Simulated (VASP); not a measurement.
Input of a VASP 6.6.1 run:

Contents of INCAR:

```
SYSTEM = Sr4Al2Pd3
ALGO = Fast
EDIFF = 1E-6
ENCUT = 520
GGA = PE
ISIF = 2
ISMEAR = -1
LASPH = .TRUE.
LCHARG = .FALSE.
LREAL = .FALSE.
LWAVE = .FALSE.
NBANDS = 48
NELM = 100
PREC = Accurate
SIGMA = 0.05
```

The input KPOINTS:

```
k-points
0
G
  3 3 2
  0 0 0
```

POSCAR

```
Sr4Al2Pd3
1.0
   -5.1567530000      0.0000000000      2.9925460000
    5.1567530000      0.0000000000      2.9925460000
    0.0000000000      7.7156460000      2.9925460000
Sr Pd Al
4 3 2
Direct
    0.3142944825      0.6461944203      0.0862599191
    0.7274265327      0.3764044845      0.8992352682
    0.4037933729      0.5756778901      0.6014487964
    0.1610860775      0.9941988909      0.3854816564
    0.7340519230      0.0711807326      0.2569538571
   -0.0232020617      0.9824344309      0.7358192691
    0.7355652748      0.5570223040      0.2565465030
    0.0160938341      0.0143881096      0.0164804088
    0.7599782374      0.2602269404      0.5162681129
```

Potentials or basis: VASP PAW PBE potentials, release 64 (Sr_sv, Pd, Al).

Command:

```bash
$ cat potpaw_PBE.64/Sr_sv/POTCAR potpaw_PBE.64/Pd/POTCAR potpaw_PBE.64/Al/POTCAR > POTCAR
$ mpirun -np 1 vasp_std > vasp.out
```

Task: Predict the largest force.

Result: 0.701 eV/Å.

Task: Predict the pressure.

Result: 1.7 GPa.

Task: Predict the band gap on the k mesh.

Result: None (metal or under the smearing width).

Forces in eV/Å, atoms in the order of the input:
```
Sr  -0.058 -0.003  0.034
Sr  -0.028  0.016  0.051
Sr  -0.090 -0.010  0.042
Sr  -0.077  0.004  0.028
Pd  -0.059  0.002  0.041
Pd   0.628 -0.011 -0.311
Pd  -0.071  0.037  0.019
Al  -0.084 -0.029  0.007
Al  -0.161 -0.005  0.088
```

Caveat: the k mesh is coarse (spacing up to 0.43 Å⁻¹), so the values aren't converged.
